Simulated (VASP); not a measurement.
Here is the system:

```
CELL_PARAMETERS angstrom
      4.86418     0.00000     0.00000
      0.00000     4.86418     0.00000
      0.00000     0.00000     3.30520
ATOMIC_POSITIONS crystal
  Mn 0.00000 0.00000 0.00000
  Mn 0.50000 0.50000 0.50000
  F  0.30316 0.30316 0.00000
  F  0.80316 0.19684 0.50000
  F  0.19684 0.80316 0.50000
  F  0.69684 0.69684 0.00000
```
Starting moments (μB, in the order of the record's atoms Mn Mn F F F F): 4.5 -4.5 0.0 0.0 0.0 0.0.

Computed with optB86b-vdW, VASP's PBE PAW potentials (set 64) (plane waves; VASP). Run with 520 eV cut-off, Gaussian smearing of 0.050 eV, potentials Mn_pv F.

Task: What does the run give for the cell moment, band gap (along the path) with the smallest direct gap where there is one?

Result: 
```json
{
  "band gap (along the path)": "2.18 eV",
  "smallest direct gap (along the path)": "2.28 eV",
  "cell_moment": "0.00 μB"
}
```

Total energies compare only between runs with the same potentials, cut-off and functional.

The compound is MnF2 in the rutile structure. It was relaxed first.
